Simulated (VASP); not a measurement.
**Cl on Cu(111): binding against coverage**

How do binding and work function change as Cl crowds Cu(111)?

Calculated with VASP 6.6.1; PBE; plane waves and PAW (Cu), in the first sound run; inputs show where later runs differ.

**1. The structure**

Symmetry: Fm-3m, No. 225, cubic system. Conventional cell: a = 3.610 Å, b = 3.610 Å, c = 3.610 Å, α = 90.00°, β = 90.00°, γ = 90.00°. Nearest to Cu lie 12 Cu at 2.55 Å.

As a file:

```cif
data_structure
_symmetry_space_group_name_H-M 'Fm-3m'
_symmetry_Int_Tables_number 225
_cell_length_a 3.6100
_cell_length_b 3.6100
_cell_length_c 3.6100
_cell_angle_alpha 90.000
_cell_angle_beta 90.000
_cell_angle_gamma 90.000
_cell_volume 47.05
loop_
_atom_site_label
_atom_site_type_symbol
_atom_site_symmetry_multiplicity
_atom_site_Wyckoff_symbol
_atom_site_fract_x
_atom_site_fract_y
_atom_site_fract_z
_atom_site_occupancy
Cu1 Cu 4 a 0.00000 0.00000 0.00000 1
```

**2. The bulk reference, job relaxation, k-mesh 18×18×18**

The bulk crystal is relaxed first, so that the slabs are cut at this functional's lattice.

INCAR reads:

```
SYSTEM = Cu
PREC = Accurate
ENCUT = 430
EDIFF = 1E-06
NELM = 120
ISMEAR = 1
SIGMA = 0.15
LREAL = .FALSE.
ALGO = Normal
GGA = PE
NBANDS = 11
LASPH = .TRUE.
LORBIT = 11
LWAVE = .FALSE.
LCHARG = .FALSE.
KPAR = 8
IBRION = 2
NSW = 30
ISIF = 3
EDIFFG = -0.01
POTIM = 0.4
```

POSCAR reads:

```
Cu
1.0
    0.0000000000      1.8050000000      1.8050000000
    1.8050000000      0.0000000000      1.8050000000
    1.8050000000      1.8050000000      0.0000000000
Cu
1
Direct
    0.0000000000      0.0000000000      0.0000000000
```

KPOINTS reads:

```
Automatic mesh
0
Gamma
18 18 18
0 0 0
```

The projector-augmented-wave data sets are Cu (PBE family, release 64).

Started as:

```bash
$ mpirun -np 8 vasp_std
```

Output:

```text
[banner, memory and clock lines left out]
running    8 mpi-ranks, on    1 nodes
 distrk:  each k-point on    1 cores,    8 groups
 distr:  one band on    1 cores,    1 groups

 POSCAR found type information on POSCAR Cu
 POSCAR found :  1 types and       1 ions
|                                                                             |
|           W    W    AA    RRRRR   N    N  II  N    N   GGGG   !!!           |
|           W    W   A  A   R    R  NN   N  II  NN   N  G    G  !!!           |
|           W    W  A    A  R    R  N N  N  II  N N  N  G       !!!           |
|           W WW W  AAAAAA  RRRRR   N  N N  II  N  N N  G  GGG   !            |
|           WW  WW  A    A  R   R   N   NN  II  N   NN  G    G                |
|           W    W  A    A  R    R  N    N  II  N    N   GGGG   !!!           |
|                                                                             |
|     For optimal performance we recommend to set                             |
|       NCORE = 2 up to number-of-cores-per-socket                            |
|     NCORE specifies how many cores store one orbital (NPAR=cpu/NCORE).      |
|     This setting can greatly improve the performance of VASP for DFT.       |
|     The default, NCORE=1 might be grossly inefficient on modern             |
|     multi-core architectures or massively parallel machines. Do your        |
|     Unfortunately you need to use the default for GW and RPA                |
|     calculations (for HF NCORE is supported but not extensively tested      |
|     yet).                                                                   |
|                                                                             |

 LDA part: xc-table for (Slater+PW92), standard interpolation
 POSCAR, INCAR and KPOINTS ok, starting setup
 FFT: planning ... GRIDC
 FFT: planning ... GRID_SOFT
 FFT: planning ... GRID
 WAVECAR not read
 entering main loop
       N       E                     dE             d eps       ncg     rms          rms(c)
DAV:   1     0.367247763390E+02    0.36725E+02   -0.49518E+03  4706   0.146E+03
DAV:   2    -0.374198689282E+01   -0.40467E+02   -0.37520E+02  4400   0.188E+02
DAV:   3    -0.462411408540E+01   -0.88213E+00   -0.87986E+00  4902   0.350E+01
DAV:   4    -0.462964164993E+01   -0.55276E-02   -0.55270E-02  4770   0.241E+00
DAV:   5    -0.462969917479E+01   -0.57525E-04   -0.57525E-04  4907   0.250E-01    0.767E+00
DAV:   6    -0.410265281195E+01    0.52705E+00   -0.15061E+01  4973   0.776E+01    0.390E+00
DAV:   7    -0.373753115279E+01    0.36512E+00   -0.23679E+00  4973   0.306E+01    0.569E-01
DAV:   8    -0.372690374752E+01    0.10627E-01   -0.48821E-03  4797   0.111E+00    0.314E-01
DAV:   9    -0.372519140002E+01    0.17123E-02   -0.11033E-02  5042   0.193E+00    0.327E-02
DAV:  10    -0.372519075474E+01    0.64528E-06   -0.61701E-05  6356   0.142E-01    0.641E-03
DAV:  11    -0.372519017840E+01    0.57633E-06   -0.36330E-07  3171   0.848E-03
   1 F= -.37251902E+01 E0= -.37252286E+01  d E =-.372519E+01
 curvature:   0.00 expect dE= 0.000E+00 dE for cont linesearch  0.000E+00
 trial: gam= 0.00000 g(F)=  0.751E-63 g(S)=  0.336E-02 ort = 0.000E+00 (trialstep = 0.100E+01)
 search vector abs. value=  0.336E-02
 bond charge predicted
       N       E                     dE             d eps       ncg     rms          rms(c)
DAV:   1    -0.381811161708E+01   -0.92921E-01   -0.15787E+00  5004   0.285E+01    0.247E+00
DAV:   2    -0.375615260998E+01    0.61959E-01   -0.12161E+00  4929   0.212E+01    0.987E-01
DAV:   3    -0.372899453072E+01    0.27158E-01   -0.20026E-01  4922   0.891E+00    0.378E-01
DAV:   4    -0.372638045565E+01    0.26141E-02   -0.55711E-03  5756   0.968E-01    0.446E-02
DAV:   5    -0.372635809360E+01    0.22362E-04   -0.18039E-04  5018   0.262E-01    0.120E-02
DAV:   6    -0.372635797960E+01    0.11399E-06   -0.45543E-06  3354   0.340E-02
   2 F= -.37263580E+01 E0= -.37264155E+01  d E =-.116780E-02
 trial-energy change:   -0.001168  1 .order   -0.001226   -0.003362    0.000911
 step:   0.7725(harm=  0.7868)  dis= 0.00000  next Energy=    -3.726462 (dE=-0.127E-02)
 bond charge predicted
       N       E                     dE             d eps       ncg     rms          rms(c)
DAV:   1    -0.373131624350E+01   -0.49581E-02   -0.81026E-02  4998   0.629E+00    0.582E-01
DAV:   2    -0.372829420114E+01    0.30220E-02   -0.70902E-02  4914   0.513E+00    0.250E-01
DAV:   3    -0.372658438880E+01    0.17098E-02   -0.11774E-02  4910   0.215E+00    0.801E-02
DAV:   4    -0.372645793941E+01    0.12645E-03   -0.14181E-04  5109   0.116E-01    0.162E-03
DAV:   5    -0.372645770887E+01    0.23053E-06   -0.13211E-06  3462   0.165E-02
   3 F= -.37264577E+01 E0= -.37265110E+01  d E =-.126753E-02
 curvature:  -0.39 expect dE=-0.496E-07 dE for cont linesearch -0.496E-07
 trial: gam=-0.00610 g(F)=  0.103E-61 g(S)=  0.127E-06 ort = 0.206E-04 (trialstep = 0.955E+00)
 search vector abs. value=  0.105E-09
 reached required accuracy - stopping structural energy minimisation
```

Elapsed: 4.8 s, on 8 MPI ranks of Intel Xeon 6975P-C (Granite Rapids), shared host; peak memory 1 GiB.

Lines that name or quote the potential files are left out of all logs, and their timing lines are given in words.

From OUTCAR (step 2):

```text
ion  position               nearest neighbor table
   1  0.000  0.000  0.000-

  LATTYP: Found a face centered cubic cell.
 ALAT       =     3.6100000000

 Subroutine GETGRP returns: Found 48 space group operations
 (whereof 48 operations were pure point group operations)

The static configuration has the point symmetry O_h .

 Found    195 irreducible k-points:

   k-points           NKPTS =    195   k-points in BZ     NKDIM =    195   number of bands    NBANDS=     11

   dimension x,y,z NGX =    18 NGY =   18 NGZ =   18
   dimension x,y,z NGXF=    36 NGYF=   36 NGZF=   36

   ENCUT  =  430.0 eV  31.60 Ry    5.62 a.u.   4.32  4.32  4.32*2*pi/ulx,y,z

   NELECT =      11.0000    total number of electrons

 k-points in reciprocal lattice and weights: Automatic mesh
   0.00000000  0.00000000  0.00000000       0.000
   0.05555556  0.00000000  0.00000000       0.001
   0.11111111  0.00000000  0.00000000       0.001
   0.16666667  0.00000000  0.00000000       0.001
   0.22222222  0.00000000  0.00000000       0.001
   0.27777778  0.00000000  0.00000000       0.001
   0.33333333  0.00000000  0.00000000       0.001
   0.38888889  0.00000000  0.00000000       0.001
   0.44444444  0.00000000  0.00000000       0.001
[...]
-0.27777778  0.44444444  0.22222222       0.004
  -0.27777778  0.50000000  0.22222222       0.002

 average (electrostatic) potential at core
       1 -63.8025

 E-fermi :   7.4235

 k-point     1 :       0.0000    0.0000    0.0000
  band No.  band energies     occupation
    ...
      2       4.4624      2.00000
      3       4.4624      2.00000
      4       4.4624      2.00000
      5       5.2711      2.00000
      6       5.2711      2.00000
      7      29.9564      0.00000
      8      32.5124      0.00000
      9      32.5124      0.00000
     10      32.5124      0.00000
     11      34.9979      0.00000

 k-point     2 :       0.0556    0.0000    0.0000
  band No.  band energies     occupation
    ...
      2       4.4390      2.00000
      3       4.4835      2.00000
      4       4.4835      2.00000
      5       5.2627      2.00000
      6       5.2627      2.00000
      7      29.2949      0.00000
      8      31.1723      0.00000
      9      32.1475      0.00000
     10      32.1475      0.00000
     11      35.5226      0.00000

 k-point     3 :       0.1111    0.0000    0.0000
  band No.  band energies     occupation
    ...
      2       4.3754      2.00000
      3       4.5384      2.00000
      4       4.5384      2.00000
      5       5.2460      2.00000
      6       5.2460      2.00000
      7      26.8479      0.00000
      8      30.6182      0.00000
      9      31.4803      0.00000
     10      31.4803      0.00000
     11      36.6181      0.00000

  Total        0.0010457      0.0010457      0.0010457      0.0000000     -0.0000000      0.0000000
  in kB        0.1402988      0.1402988      0.1402988      0.0000000     -0.0000000      0.0000000
  external PRESSURE =       0.1402988 kB  Pullay stress =       0.0000000 kB

  energy-cutoff  :      430.00
  volume of cell :       11.94
      direct lattice vectors                 reciprocal lattice vectors
    -0.000000000  1.814171064  1.814171064    -0.275607968  0.275607968  0.275607968
     1.814171064 -0.000000000  1.814171064     0.275607968 -0.275607968  0.275607968
     1.814171064  1.814171064 -0.000000000     0.275607968  0.275607968 -0.275607968

 POSITION                                       TOTAL-FORCE (eV/Angst)
 -----------------------------------------------------------------------------------
      0.00000      0.00000     -0.00000        -0.000000     -0.000000     -0.000000
 -----------------------------------------------------------------------------------
    total drift:                                0.000000      0.000000     -0.000000

  FREE ENERGIE OF THE ION-ELECTRON SYSTEM (eV)
  ---------------------------------------------------
  free  energy   TOTEN  =        -3.7264577089 eV

  energy  without entropy=       -3.7266175780  energy(sigma->0) =       -3.72651100

 reached required accuracy - stopping structural energy minimisation

 total charge
# of ion       s       p       d       tot
------------------------------------------
    1        0.445   0.373   9.174   9.991

[... 3 further parts left out ...]
```

This run has no spin polarisation. Its electron count is odd, so without a moment it is a metal by construction. The run keeps the 48 symmetry operations of its start, so it cannot find a distortion of lower symmetry.

The steps of the relaxation:

```
step  energy less that of the first step (eV)  largest force (eV/Å)  pressure (GPa)  volume (Å³)
   1                                   0.0000                0.0000            2.32        11.76
   2                                  -0.0012                0.0000           -0.62        12.00
   3                                  -0.0013                0.0000            0.01        11.94
```

```
conventional cell, symmetrised  before  after  change
                         a (Å)   3.610  3.628  +0.5 %
                         b (Å)   3.610  3.628  +0.5 %
                         c (Å)   3.610  3.628  +0.5 %
              volume (Å³/atom)   11.76  11.94  +1.5 %
```

The relaxed structure:

```
Cu
1.0
     0.00000    1.81417    1.81417
     1.81417    0.00000    1.81417
     1.81417    1.81417    0.00000
Cu
1
Direct
  0.00000 0.00000 0.00000
```

This step gave:

```yaml
electronic_cycles: 22
electrons: 11
free_energy_toten: -3.726 eV
energy_at_zero_smearing: -3.727 eV
fermi_energy: 7.423 eV
metallic: yes
```

The run ended after 3 ionic steps, 0.001 eV below its first step, once forces and stress met EDIFFG = -0.01.

Energy at zero smearing: -3.72651 eV.

**3. The bulk reference, job self-consistent run, k-mesh 22×22×22**

INCAR reads:

```
SYSTEM = Cu
PREC = Normal
ENCUT = 330
EDIFF = 1E-06
NELM = 120
ISMEAR = 1
SIGMA = 0.15
LREAL = .FALSE.
ALGO = Fast
GGA = PE
NBANDS = 11
LASPH = .TRUE.
LORBIT = 11
LWAVE = .FALSE.
LCHARG = .FALSE.
KPAR = 8
```

POSCAR reads:

```
Cu
1.0
    0.0000000000      1.8141710638      1.8141710638
    1.8141710638      0.0000000000      1.8141710638
    1.8141710638      1.8141710638      0.0000000000
Cu
1
Direct
    0.0000000000      0.0000000000      0.0000000000
```

KPOINTS reads:

```
Automatic mesh
0
Gamma
22 22 22
0 0 0
```

Started as:

```bash
$ mpirun -np 8 vasp_std
```

Output:

```text
[banner, memory and clock lines left out]
running    8 mpi-ranks, on    1 nodes
[...]
[... a notice as in an earlier step ...]

 LDA part: xc-table for (Slater+PW92), standard interpolation
 POSCAR, INCAR and KPOINTS ok, starting setup
[...]
entering main loop
       N       E                     dE             d eps       ncg     rms          rms(c)
DAV:   1     0.322640366734E+02    0.32264E+02   -0.42131E+03  7908   0.121E+03
DAV:   2    -0.395302930051E+01   -0.36217E+02   -0.33526E+02  7377   0.168E+02
DAV:   3    -0.462434189954E+01   -0.67131E+00   -0.66929E+00  8255   0.291E+01
DAV:   4    -0.462831967054E+01   -0.39778E-02   -0.39774E-02  8021   0.193E+00
[...]
RMM:  11    -0.373589073713E+01   -0.72885E-05   -0.66156E-05  9541   0.115E-01    0.160E-02
RMM:  12    -0.373589100246E+01   -0.26533E-06   -0.20154E-05  9567   0.650E-02    0.395E-03
RMM:  13    -0.373589154904E+01   -0.54659E-06   -0.43904E-06  7107   0.209E-02
   1 F= -.37358915E+01 E0= -.37359547E+01  d E =0.189543E-03
```

It took 2 s on 8 MPI ranks; peak memory 0.87 GiB.

Parts of OUTCAR (step 3):

```text
  Total        0.0706079      0.0706079      0.0706079      0.0000000      0.0000000      0.0000000
  in kB        9.4732602      9.4732602      9.4732602      0.0000000      0.0000000      0.0000000
  external PRESSURE =       9.4732602 kB  Pullay stress =       0.0000000 kB

 POSITION                                       TOTAL-FORCE (eV/Angst)
 -----------------------------------------------------------------------------------
      0.00000      0.00000      0.00000         0.000000      0.000000      0.000000
 -----------------------------------------------------------------------------------
    total drift:                               -0.000000     -0.000000     -0.000000

  FREE ENERGIE OF THE ION-ELECTRON SYSTEM (eV)
  ---------------------------------------------------
  free  energy   TOTEN  =        -3.7358915490 eV

  energy  without entropy=       -3.7360810922  energy(sigma->0) =       -3.73595473

[... 3 further parts left out ...]
[key lines of the parts left out:]
E-fermi :   7.4371
```

Numbers from this step:

| Property | Result |
| --- | --- |
| electronic cycles | 13 |
| free energy (TOTEN) | -3.736 eV |
| energy at zero smearing | -3.736 eV |
| Fermi energy | 7.437 eV |

Energy at zero smearing: -3.73595 eV.

The run ends at a pressure of 0.95 GPa.

[end of part 1 of 11]

[Lines on the potential files, build, host, timing and source positions are cut from VASP's logs without a mark.]

[Logs are printed without paths, hosts, clocks, repeated set-up lines and the standing remarks that a program may print on its own settings, such as how far it seeks lower states.]

[Hosts, paths, dates, database ids (printed as entryN), source tags and the programs' standing remarks are cut or masked in the printed files.]

[Runs that stopped without an error message from VASP are left out.]
